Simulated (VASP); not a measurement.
OSZICAR of a VASP run on Ta2Co (atoms displaced from the I4/mcm structure):

**OSZICAR**
```
       N       E                     dE             d eps       ncg     rms          rms(c)
DAV:   1     0.459132026221E+03    0.45913E+03   -0.23774E+04  8304   0.127E+03
DAV:   2    -0.373619820430E+02   -0.49649E+03   -0.48391E+03  8493   0.413E+02
DAV:   3    -0.709896521985E+02   -0.33628E+02   -0.30956E+02 10174   0.105E+02
DAV:   4    -0.730930656115E+02   -0.21034E+01   -0.20549E+01 10597   0.233E+01
DAV:   5    -0.731737165577E+02   -0.80651E-01   -0.80410E-01 12267   0.439E+00    0.376E+01
DAV:   6    -0.906665185005E+02   -0.17493E+02   -0.17905E+02 11457   0.141E+02    0.414E+01
DAV:   7    -0.673494669081E+02    0.23317E+02   -0.74760E+01 10905   0.811E+01    0.137E+01
DAV:   8    -0.686109391531E+02   -0.12615E+01   -0.15391E+01 12505   0.245E+01    0.137E+01
DAV:   9    -0.680066904043E+02    0.60425E+00   -0.11448E+01 11928   0.329E+01    0.102E+01
DAV:  10    -0.673844297101E+02    0.62226E+00   -0.34656E+00 12063   0.220E+01    0.407E+00
DAV:  11    -0.673337031024E+02    0.50727E-01   -0.21389E-01 11814   0.342E+00    0.252E+00
DAV:  12    -0.673016986351E+02    0.32004E-01   -0.46198E-02 12082   0.156E+00    0.134E+00
DAV:  13    -0.672894823991E+02    0.12216E-01   -0.27247E-02 12123   0.160E+00    0.352E-01
DAV:  14    -0.672893753326E+02    0.10707E-03   -0.31496E-03  9617   0.295E-01    0.268E-01
DAV:  15    -0.672891495060E+02    0.22583E-03   -0.28285E-04 12575   0.139E-01    0.185E-01
DAV:  16    -0.672889342016E+02    0.21530E-03   -0.40278E-04 12192   0.205E-01    0.533E-02
DAV:  17    -0.672889189399E+02    0.15262E-04   -0.90145E-05 11200   0.732E-02    0.163E-02
DAV:  18    -0.672889176360E+02    0.13039E-05   -0.66716E-06 10264   0.224E-02    0.554E-03
DAV:  19    -0.672889176073E+02    0.28661E-07   -0.61288E-07  5174   0.772E-03
   1 F= -.67288918E+02 E0= -.67198067E+02  d E =-.181702E+00
```

**Question.** Which electronic solver shows in the log?

**Answer.** It is blocked Davidson (ALGO = Normal, or the opening steps of other solvers). The INCAR had ALGO = Normal.

**Question.** How was spin treated?

**Answer.** Without spin polarisation: there is no mag entry.

**Question.** Can the final energy be trusted as converged?

**Answer.** The calculation finished and met its thresholds. It stopped with EDIFF = 1E-6, NELM = 100 (PBEsol GGA, plane waves, VASP's PBE PAW potentials (set 64)).

The structure comes from a computed database's Ta2Co entry (I4/mcm); how it stands against other phases isn't given here. The cell was not relaxed at this level, atoms are displaced from their ideal sites. The run is not spin-polarised, so no magnetic state was tried.
